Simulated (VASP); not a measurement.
Energy against volume of MoSi2 (MoSi2 type). Level of theory: vdW-DF2, VASP's PBE PAW potentials (set 64) (plane waves; VASP). Numerical set-up: 520 eV cut-off, 13×13×13 Γ-centred mesh, first-order Methfessel-Paxton smearing of 0.10 eV, potentials Si Mo_sv.

Shape and ions are relaxed at each volume.

```csv
V (Å³/atom),E (eV/atom)
14.002,-4.76788
14.435,-4.77507
14.868,-4.76927
15.301,-4.75263
```

Task: Fit these four points and predict the energy of the run at 13.569 Å³/atom.

Result: A cubic in V^(−2/3), the third-order Birch-Murnaghan form, passes through the four points with V0 = 14.45 Å³/atom and B0 = 159 GPa, and gives -4.7451 eV/atom there. The run gave -4.7452 eV/atom, -0.1 meV/atom from the fit; all five points give B0 = 159 GPa.

The compound is MoSi2 in the MoSi2 type structure. It was relaxed first, which changed the volume by +7 %.
